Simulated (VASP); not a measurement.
Method: PBE GGA, VASP's PBE PAW potentials (set 64) (plane waves; VASP).

The input files of a VASP run:

File KPOINTS:
```
Automatic mesh
0
Gamma
10 10 10
0 0 0
```

INCAR:
```
ALGO=Normal
AMIX=0.6
BMIX=3.0
EDIFF=1E-6
ENCUT=400
GGA=PE
IMIX=4
ISIF=2
ISMEAR=1
LASPH=.True.
LCHARG=.False.
LREAL=.False.
LWAVE=.False.
NELM=100
PREC=Accurate
SIGMA=0.1
SYSTEM=Ca
```

File POSCAR:
```
Ca
5.69160
  0.0000000000   0.5000000000   0.5000000000
  0.5000000000   0.0000000000   0.5000000000
  0.5000000000   0.5000000000   0.0000000000
Ca
1
Cartesian
  0.0000000000   0.0000000000   0.0000000000
```

POTCAR, in this order: Ca_sv (PBE.64 set). Program: vasp_std.

Q: Estimate the energy per atom (σ→0), pressure, band gap (on the k-mesh).

A: 
```yaml
energy per atom (σ→0): -1.915 eV/atom
band gap (on the k-mesh): none (metal, semimetal or under 0.01 eV)
pressure: -1.35 GPa
```

OSZICAR:
```
...
DAV:   8    -0.191543700031E+01    0.17333E-02   -0.86604E-03  1032   0.938E-01    0.926E-02
DAV:   9    -0.191529467570E+01    0.14232E-03   -0.34507E-03  1370   0.280E-01    0.315E-02
DAV:  10    -0.191524232803E+01    0.52348E-04   -0.13914E-04  1278   0.791E-02    0.214E-02
DAV:  11    -0.191526562768E+01   -0.23300E-04   -0.13877E-04  1480   0.644E-02    0.324E-03
DAV:  12    -0.191526196851E+01    0.36592E-05   -0.97000E-06  1397   0.143E-02    0.529E-03
DAV:  13    -0.191526507121E+01   -0.31027E-05   -0.20372E-06  1145   0.104E-02    0.634E-04
DAV:  14    -0.191526531527E+01   -0.24405E-06   -0.79040E-07   709   0.611E-03
   1 F= -.19152653E+01 E0= -.19154029E+01  d E =0.412799E-03
```

The compound is Ca in the fcc structure. The cell was not relaxed at this level. The run is one of a series of settings (AMIX = 0.6, BMIX = 3.0, IMIX = 4 against the base run), some of them coarse on purpose.
